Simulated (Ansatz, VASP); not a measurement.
# GaP (GaP (F-43m)) in two plane-wave programs

Wanted: the spread between two codes on one cell, functional and k mesh. The cell is taken from a series of runs on this material, whose earlier steps may have relaxed, scaled, displaced or heated it; both programs get it as it stands.

Program: Ansatz 0.2.0. Level of theory: plane waves, with VASP 6.6.1 beside it; single point at HSE06 form with 40 % exact exchange with an exact-exchange share of 0.4. Results are calculated unless marked as measured.

In doubt: a hybrid run on one k-point (step 3), which bears on gaps, levels and energies.

## 1. The starting structure

Symmetry: R3m, No. 160, trigonal system. The conventional cell has a = 3.846 Å, b = 3.846 Å, c = 9.420 Å, α = 90.00°, β = 90.00°, γ = 120.00°. Ga has 4 P at 2.35 to 2.36 Å nearest. Nearest to P lie 4 Ga at 2.35 to 2.36 Å. Farther neighbours are not listed. That group holds within 0.01 Å; judged at 0.001 Å it is Cm (No. 8).

As a file:

```cif
data_structure
_symmetry_space_group_name_H-M 'P 1'
_symmetry_Int_Tables_number 1
_cell_length_a 11.5376
_cell_length_b 11.5376
_cell_length_c 3.8459
_cell_angle_alpha 60.000
_cell_angle_beta 60.000
_cell_angle_gamma 60.000
_cell_volume 362.00
loop_
_atom_site_label
_atom_site_type_symbol
_atom_site_fract_x
_atom_site_fract_y
_atom_site_fract_z
_atom_site_occupancy
Ga1 Ga 0.99991 0.99991 0.00111 1
Ga2 Ga 0.99991 0.33324 0.00111 1
Ga3 Ga 0.99991 0.66657 0.00111 1
Ga4 Ga 0.33324 0.99991 0.00111 1
Ga5 Ga 0.33324 0.33324 0.00111 1
Ga6 Ga 0.33324 0.66657 0.00111 1
Ga7 Ga 0.66657 0.99991 0.00111 1
Ga8 Ga 0.66657 0.33324 0.00111 1
Ga9 Ga 0.66657 0.66657 0.00111 1
P10 P 0.25009 0.25009 0.74889 1
P11 P 0.25009 0.58343 0.74889 1
P12 P 0.25009 0.91676 0.74889 1
P13 P 0.58343 0.25009 0.74889 1
P14 P 0.58343 0.58343 0.74889 1
P15 P 0.58343 0.91676 0.74889 1
P16 P 0.91676 0.25009 0.74889 1
P17 P 0.91676 0.58343 0.74889 1
P18 P 0.91676 0.91676 0.74889 1
```

## 2. VASP: single point, HSE06 form with 40 % exact exchange with an exact-exchange share of 0.4

A single point gives forces, pressure and levels at one fixed geometry, so differences don't come from the geometry; what else differs is listed under the comparison.

Lines of VASP's logs that name or quote its potential files are left out, and so is its time.

The run reads the wave functions of an earlier VASP run, which isn't shown here.

The input, INCAR:

```
SYSTEM = GaP
PREC = Accurate
ENCUT = 400
EDIFF = 1E-06
NELM = 100
ISMEAR = 0
SIGMA = 0.01
LREAL = .FALSE.
ALGO = Normal
LHFCALC = .TRUE.
AEXX = 0.4
GGA = PE
HFSCREEN = 0.208
LASPH = .TRUE.
NBANDS = 100
PRECFOCK = Fast
LORBIT = 11
LWAVE = .FALSE.
LCHARG = .FALSE.
ISIF = 2
```

The input, POSCAR:

```
GaP
1.0
    0.0000000000      8.1583297800      8.1583297800
    8.1583297800      0.0000000000      8.1583297800
    2.7194432600      2.7194432600      0.0000000000
Ga P
9 9
Direct
    0.9999100000      0.9999100000      0.0011100000
    0.9999100000      0.3332400000      0.0011100000
    0.9999100000      0.6665700000      0.0011100000
    0.3332400000      0.9999100000      0.0011100000
    0.3332400000      0.3332400000      0.0011100000
    0.3332400000      0.6665700000      0.0011100000
    0.6665700000      0.9999100000      0.0011100000
    0.6665700000      0.3332400000      0.0011100000
    0.6665700000      0.6665700000      0.0011100000
    0.2500900000      0.2500900000      0.7488900000
    0.2500900000      0.5834300000      0.7488900000
    0.2500900000      0.9167600000      0.7488900000
    0.5834300000      0.2500900000      0.7488900000
    0.5834300000      0.5834300000      0.7488900000
    0.5834300000      0.9167600000      0.7488900000
    0.9167600000      0.2500900000      0.7488900000
    0.9167600000      0.5834300000      0.7488900000
    0.9167600000      0.9167600000      0.7488900000
```

The input, KPOINTS:

```
Automatic mesh
0
Gamma
1 1 1
0 0 0
```

PAW data sets: Ga_d and P (PBE family, release 64).

On the command line:

```
export OMP_NUM_THREADS=3
mpirun -np 1 vasp_gam
```

Numbers of over 12 decimals in the logs are rounded to 6 here.

The log of the run:

```text
[banner, memory and clock lines left out]
running    1 mpi-ranks, on    1 nodes
 distrk:  each k-point on    1 cores,    1 groups
 distr:  one band on    1 cores,    1 groups
 Offloading initialized ...    1 GPUs detected
 POSCAR found type information on POSCAR GaP
 POSCAR found :  2 types and      18 ions
|                                                                             |
|               ----> ADVICE to this user running VASP <----                  |
|                                                                             |
|     You have a (more or less) 'large supercell' and for larger cells it     |
|     might be more efficient to use real-space projection operators.         |
|     Therefore, try LREAL= Auto in the INCAR file.                           |
|     Mind: For very accurate calculation, you might also keep the            |
|     reciprocal projection scheme (i.e. LREAL=.FALSE.).                      |
|                                                                             |

 LDA part: xc-table for (Slater+PW92), standard interpolation
 found WAVECAR, reading the header
 POSCAR, INCAR and KPOINTS ok, starting setup
 FFT: planning ... GRIDC
 FFT: planning ... GRID_SOFT
 FFT: planning ... GRID
 reading WAVECAR
 the WAVECAR file was read successfully
 initial charge from wavefunction
 entering main loop
       N       E                     dE             d eps       ncg     rms          rms(c)
DAV:   1    -0.802601290524E+02   -0.80260E+02   -0.14687E+01   272   0.363E+01    0.492E+00
DAV:   2    -0.804324228238E+02   -0.17229E+00   -0.26988E+00   240   0.815E+00    0.528E+00
DAV:   3    -0.804221089370E+02    0.10314E-01   -0.43223E-01   280   0.333E+00    0.446E+00
DAV:   4    -0.804138501377E+02    0.82588E-02   -0.43429E-02   244   0.115E+00    0.275E+00
DAV:   5    -0.804100113000E+02    0.38388E-02   -0.71247E-03   280   0.434E-01    0.164E+00
DAV:   6    -0.804091525381E+02    0.85876E-03   -0.23007E-03   240   0.235E-01    0.976E-01
DAV:   7    -0.804089055377E+02    0.24700E-03   -0.58643E-04   244   0.142E-01    0.570E-01
DAV:   8    -0.804087778638E+02    0.12767E-03   -0.11102E-04   240   0.917E-02    0.320E-01
DAV:   9    -0.804087266260E+02    0.51238E-04   -0.47204E-05   228   0.456E-02    0.173E-01
DAV:  10    -0.804087099927E+02    0.16633E-04   -0.18466E-05   232   0.322E-02    0.881E-02
DAV:  11    -0.804087047302E+02    0.52625E-05   -0.64671E-06   220   0.175E-02    0.443E-02
DAV:  12    -0.804087028181E+02    0.19121E-05   -0.19301E-06   128   0.117E-02    0.238E-02
DAV:  13    -0.804087020313E+02    0.78680E-06   -0.96270E-07   132   0.851E-03
   1 F= -.80408702E+02 E0= -.80408702E+02  d E =-.464572E-14
```

From OUTCAR (step 2):

```text
ion  position               nearest neighbor table
   1  1.000  1.000  0.001-  18 2.35  12 2.36  16 2.36  18 2.36
   2  1.000  0.333  0.001-  16 2.35  10 2.36  17 2.36  16 2.36
   3  1.000  0.667  0.001-  17 2.35  11 2.36  18 2.36  17 2.36
   4  0.333  1.000  0.001-  12 2.35  10 2.36  15 2.36  12 2.36
   5  0.333  0.333  0.001-  10 2.35  11 2.36  13 2.36  10 2.36
   6  0.333  0.667  0.001-  11 2.35  14 2.36  12 2.36  11 2.36
   7  0.667  1.000  0.001-  15 2.35  13 2.36  18 2.36  15 2.36
   8  0.667  0.333  0.001-  13 2.35  14 2.36  16 2.36  13 2.36
   9  0.667  0.667  0.001-  14 2.35  15 2.36  17 2.36  14 2.36
  10  0.250  0.250  0.749-   5 2.35   4 2.36   2 2.36   5 2.36
  11  0.250  0.583  0.749-   6 2.35   3 2.36   5 2.36   6 2.36
  12  0.250  0.917  0.749-   4 2.35   1 2.36   6 2.36   4 2.36
  13  0.583  0.250  0.749-   8 2.35   7 2.36   5 2.36   8 2.36
  14  0.583  0.583  0.749-   9 2.35   8 2.36   6 2.36   9 2.36
  15  0.583  0.917  0.749-   7 2.35   9 2.36   4 2.36   7 2.36
  16  0.917  0.250  0.749-   2 2.35   1 2.36   8 2.36   2 2.36
  17  0.917  0.583  0.749-   3 2.35   9 2.36   2 2.36   3 2.36
  18  0.917  0.917  0.749-   1 2.35   7 2.36   3 2.36   1 2.36

  LATTYP: Found a body centered orthorhombic cell.
 ALAT       =     3.8458735404
 B/A-ratio  =     3.0000000000
 C/A-ratio  =     4.2426406871

 Subroutine GETGRP returns: Found  2 space group operations
 (whereof  2 operations were pure point group operations)

The static configuration has the point symmetry C_1h.

 Found      1 irreducible k-points:

   k-points           NKPTS =      1   k-points in BZ     NKDIM =      1   number of bands    NBANDS=    100

   dimension x,y,z NGX =    80 NGY =   80 NGZ =   28
   dimension x,y,z NGXF=   160 NGYF=  160 NGZF=   56

   ENCUT  =  400.0 eV  29.40 Ry    5.42 a.u.  18.81 18.81  6.27*2*pi/ulx,y,z

   NELECT =     162.0000    total number of electrons

 k-points in reciprocal lattice and weights: Automatic mesh
   0.00000000  0.00000000  0.00000000       1.000

  exchange ACFDT corr.  =         0.00000000  see jH, gK, PRB 81, 115126

 average (electrostatic) potential at core
       1 -54.1607       2 -54.1610       3 -54.1610       4 -54.1610       5 -54.1612
       6 -54.1612       7 -54.1610       8 -54.1612       9 -54.1611      10 -76.8133
      11 -76.8134      12 -76.8131      13 -76.8134      14 -76.8135      15 -76.8131
      16 -76.8130      17 -76.8132      18 -76.8128

 E-fermi :   4.3983

 k-point     1 :       0.0000    0.0000    0.0000
  band No.  band energies     occupation
    ...
     77       3.2345      2.00000
     78       3.2345      2.00000
     79       3.8635      2.00000
     80       4.2549      2.00000
     81       4.3455      2.00000
     82       7.2305      0.00000
     83       7.2305      0.00000
     84       7.6856      0.00000
     85       7.6856      0.00000
     86       7.6858      0.00000
    ...

  Total       27.3652488     27.3652488     15.3042433     23.5533986     -0.3967113     -0.3966792
  in kB      121.1148714    121.1148714     67.7345005    104.2441408     -1.7557904     -1.7556483
  external PRESSURE =     103.3214144 kB  Pullay stress =       0.0000000 kB

  energy-cutoff  :      400.00
  volume of cell :      362.00
      direct lattice vectors                 reciprocal lattice vectors
     0.000000000  8.158329780  8.158329780    -0.061287054  0.061287054  0.061287054
     8.158329780  0.000000000  8.158329780     0.061287054 -0.061287054  0.061287054
     2.719443260  2.719443260  0.000000000     0.183861163  0.183861163 -0.183861163

 POSITION                                       TOTAL-FORCE (eV/Angst)
 -----------------------------------------------------------------------------------
      8.16061      8.16061     16.31519        -0.059410     -0.059410      0.559663
      2.72170      8.16061     10.87628        -0.058808     -0.059392      0.559820
      5.44112      8.16061     13.59569        -0.058580     -0.059692      0.560688
      8.16061      2.72170     10.87628        -0.059392     -0.058808      0.559820
      2.72170      2.72170      5.43736        -0.059460     -0.059460      0.560056
      5.44112      2.72170      8.15678        -0.058684     -0.059288      0.560811
      8.16061      5.44112     13.59569        -0.059692     -0.058580      0.560688
      2.72170      5.44112      8.15678        -0.059288     -0.058684      0.560811
      5.44112      5.44112     10.87620        -0.058421     -0.058421      0.561593
      4.07688      4.07688      4.08063         0.059476      0.059476     -0.559492
      6.79638      4.07688      6.80013         0.058306      0.059531     -0.560481
      9.51579      4.07688      9.51955         0.059027      0.059856     -0.559936
      4.07688      6.79638      6.80013         0.059531      0.058306     -0.560481
      6.79638      6.79638      9.51963         0.058395      0.058395     -0.561380
      9.51579      6.79638     12.23904         0.059052      0.058709     -0.560938
      4.07688      9.51579      9.51955         0.059856      0.059027     -0.559936
      6.79638      9.51579     12.23904         0.058709      0.059052     -0.560938
      9.51579      9.51579     14.95846         0.059383      0.059383     -0.560365
 -----------------------------------------------------------------------------------
    total drift:                               -0.001312     -0.000803      0.001323

  FREE ENERGIE OF THE ION-ELECTRON SYSTEM (eV)
  ---------------------------------------------------
  free  energy   TOTEN  =       -80.4087020313 eV

  energy  without entropy=      -80.4087020313  energy(sigma->0) =      -80.40870203

 total charge
# of ion       s       p       d       tot
------------------------------------------
    1        0.718   0.879  10.084  11.682
    2        0.718   0.879  10.084  11.682
    3        0.718   0.879  10.084  11.682
    4        0.718   0.879  10.084  11.682
    5        0.718   0.879  10.084  11.682
    6        0.718   0.879  10.084  11.682
    7        0.718   0.879  10.084  11.682
    8        0.718   0.879  10.084  11.682
    9        0.718   0.879  10.084  11.682
   10        0.928   1.724   0.000   2.653
   11        0.928   1.724   0.000   2.653
   12        0.928   1.724   0.000   2.653
   13        0.928   1.724   0.000   2.653
   14        0.928   1.724   0.000   2.653
   15        0.928   1.724   0.000   2.653
   16        0.928   1.724   0.000   2.653
   17        0.928   1.724   0.000   2.653
   18        0.928   1.724   0.000   2.653
--------------------------------------------------
tot         14.819  23.431  90.759 129.009
```

The run ends at a pressure of 10.33 GPa, with forces up to 0.57 eV/Å.

(Continued in part 2 of 2.)

[Lines on the potential files, build, host, timing and source positions are cut from VASP's logs without a mark.]

[Logs are printed without paths, hosts, clocks, repeated set-up lines and the standing remarks that a program may print on its own settings, such as how far it seeks lower states.]

[Hosts, paths, dates, database ids (printed as entryN), source tags and the programs' standing remarks are cut or masked in the printed files.]
